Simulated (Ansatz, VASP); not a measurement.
## Two plane-wave programs on BaOs2

Contents of INCAR:

```
SYSTEM = BaOs2
PREC = Accurate
ENCUT = 520
EDIFF = 1E-6
ISMEAR = 0
SIGMA = 0.1
LREAL = .FALSE.
LASPH = .TRUE.
NELM = 100
ALGO = Normal
ISIF = 2
LWAVE = .FALSE.
LCHARG = .FALSE.
GGA = PE
NBANDS = 20
```

The input KPOINTS:

```
regular mesh
0
G
  18 18 6
  0 0 0
```

Contents of POSCAR:

```
BaOs2
1.0
    2.9263377251      0.0000000000      0.0000000000
   -1.4631688626      2.5342828100      0.0000000000
    0.0000000000      0.0000000000      8.3079689630
Ba Os
1 2
Direct
    0.0000000000      0.0000000000      0.5000000000
    0.0000000000      0.0000000000      0.1395377256
    0.0000000000      0.0000000000      0.8604622744
```

Input for Ansatz:

```yaml
crystal:
  lattice:
    - [2.9263377251, 0.0, 0.0]
    - [-1.4631688626, 2.53428281, 0.0]
    - [0.0, 0.0, 8.307968963]
  atoms:
    - { symbol: Ba, position: [0.0, 0.0, 0.5] }
    - { symbol: Os, position: [0.0, 0.0, 0.1395377256] }
    - { symbol: Os, position: [0.0, 0.0, 0.8604622744] }
basis:
  ecutwfc: 420
kpoints:
  mp_grid: { grid: [18, 18, 6] }
  band_path:
    path:
      - [[0.0, 0.0, 0.0], [0.5, 0.0, 0.0], [0.33333333, 0.33333333, 0.0], [0.0, 0.0, 0.0], [0.0, 0.0, 0.5], [0.5, 0.0, 0.5], [0.33333333, 0.33333333, 0.5], [0.0, 0.0, 0.5]]
      - [[0.5, 0.0, 0.5], [0.5, 0.0, 0.0]]
      - [[0.33333333, 0.33333333, 0.5], [0.33333333, 0.33333333, 0.0]]
    npoints: 14
hamiltonian:
  xc: pbe
scf:
  occupations: { method: gaussian, width: 0.1 }
  n_extra_bands: 7
output:
  forces: true
  stress: true
  eigenvalues: true
  populations: true
  dos: { projected: true, de: 0.02, nscf_kmesh: { grid: [22, 22, 8] } }
  bader: true
  write_density: true
  write_potential: true
  elf: true
  volumetric_format: npy
```

The cell was built by a generator and needn't be a form met in nature.

Alike in both runs: task single point; functional PBE; k mesh 18 × 18 × 6; occupations gaussian, width 0.1 eV; no spin polarisation.

|  | VASP | Ansatz |
| --- | --- | --- |
| version | VASP 6.6.1 | Ansatz 0.2.0 |
| potentials or method | VASP PAW PBE potentials, release 64 (Ba_sv, Os) | scalar-relativistic, plane waves, PAW |
| plane-wave cutoff (eV) | 520 | 420 |
| valence electrons in the cell | 26 | 42 |

Ansatz gave:

```
gap on the k mesh at the Fermi level (eV)       : none
pressure (GPa)                                  : 0.0
largest component of the traceless stress (GPa) : 0.00
rms of the force components (eV/Å)              : 0.000
```

Estimate VASP's values.

gap on the k mesh at the Fermi level (eV): none; pressure (GPa): 3.2; largest component of the traceless stress (GPa): 1.88; rms of the force components (eV/Å): 0.133.

Atom by atom the forces differ by 0.133 eV/Å (rms over components). A gap of «none» marks a metal or a gap that the smearing closes. The two sets of potentials don't hold the same shells in valence.

The runs have no spin-orbit coupling, so splittings on Ba, Os are missing.
